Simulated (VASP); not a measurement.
Input:

```xyz
8
Lattice="-2.8103 2.8103 5.6405 2.8103 -2.8103 5.6405 2.8103 2.8103 -5.6405" Properties=species:S:1:pos:R:3 pbc="T T T"
Zn     0.0000     2.8103     2.8202
Zn     5.6206     0.0000     0.0000
Sn     2.8103     0.0000     2.8202
Sn     2.8103     2.8103     0.0000
P      1.4052     1.2705    -1.4101
P      1.4052     1.5398     4.2304
P      1.5398    -1.4052     7.0506
P      1.2705     4.2155     1.4101
```

Computed with PBEsol GGA, VASP's PBE PAW potentials (set 64) (plane waves; VASP). Numerical set-up: 400 eV cut-off, 6×6×6 Γ-centred mesh, tetrahedra with Blöchl corrections, potentials Zn Sn_d P.

Unless said otherwise, spin-orbit coupling is left out, though it shifts the bands of the heavy elements here.

Problem. Estimate the energy per atom (σ→0), band gap (on the k-mesh) with the smallest direct gap where there is one.

Solution. 
* **band gap (on the k-mesh)**: 0.82 eV
* **smallest direct gap (on the k-mesh)**: 0.82 eV
* **energy per atom (σ→0)**: -4.519 eV/atom

The structure was generated: ZnSnP2 was put into the chalcopyrite type (I-42d), which need not be its known phase. It was relaxed first.
